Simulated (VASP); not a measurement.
Calculation: r2SCAN meta-GGA, VASP's PBE PAW potentials (set 64) (plane waves; VASP).

A VASP calculation is set up with these files.

POSCAR:
```
C
1.0
  2.4606334396   0.0000000000   0.0000000000
 -1.2303167198   2.1309714928   0.0000000000
  0.0000000000   0.0000000000  24.1443164413
C
4
direct
  0.0000000000   0.0000000000   0.5704834665
  0.0000000000   0.0000000000   0.4295165335
  0.3333330000   0.6666670000   0.4295083683
  0.6666670000   0.3333330000   0.5704916317
```

**INCAR**
```
EDIFF=1E-6
METAGGA=R2SCAN
IBRION=2
NELM=100   ! most electronic steps
LMIXTAU=T
LASPH=T   ! aspherical one-centre terms
LCHARG=F
PREC=Accurate
ISIF=3
ALGO=Normal
LREAL=F   ! projection in real space or not
SIGMA=0.05   ! width (eV)
ENCUT=520
NSW=60
LWAVE=F
SYSTEM=C
ISMEAR=0   ! Gaussian
EDIFFG=-0.02
```

File KPOINTS:
```
Automatic mesh
0
Gamma
9 9 1
0 0 0
```

POTCAR, in this order: C (PBE.64 set). Program: vasp_std.

The cell holds a wide vacuum, so values per volume refer to the whole cell.

### Question
What does the run give for the energy per atom (σ→0), band gap (on the k-mesh)?

### Answer

```
Quantity                                                     Value
------------------------  ----------------------------------------
energy per atom (σ→0)                               -9.924 eV/atom
band gap (on the k-mesh)  none (metal, semimetal or under 0.01 eV)
```

File OSZICAR:
```
...
DAV:  20    -0.396963575968E+02   -0.72976E-04   -0.67617E-06   280   0.357E-02    0.474E-04
DAV:  21    -0.396963794284E+02   -0.21832E-04   -0.31467E-06   288   0.269E-02    0.373E-04
DAV:  22    -0.396963744210E+02    0.50074E-05   -0.63035E-07   200   0.112E-02    0.298E-04
DAV:  23    -0.396963727487E+02    0.16723E-05   -0.12993E-07   216   0.487E-03    0.282E-04
DAV:  24    -0.396963973038E+02   -0.24555E-04   -0.18580E-06   288   0.177E-02    0.232E-04
DAV:  25    -0.396963996981E+02   -0.23942E-05   -0.23802E-07   212   0.600E-03    0.103E-04
DAV:  26    -0.396964002462E+02   -0.54807E-06   -0.31258E-08   220   0.207E-03
   3 F= -.39696400E+02 E0= -.39695704E+02  d E =-.301410E-03
```

The cell is a sheet with vacuum, built from a database entry that may be metastable or hypothetical.
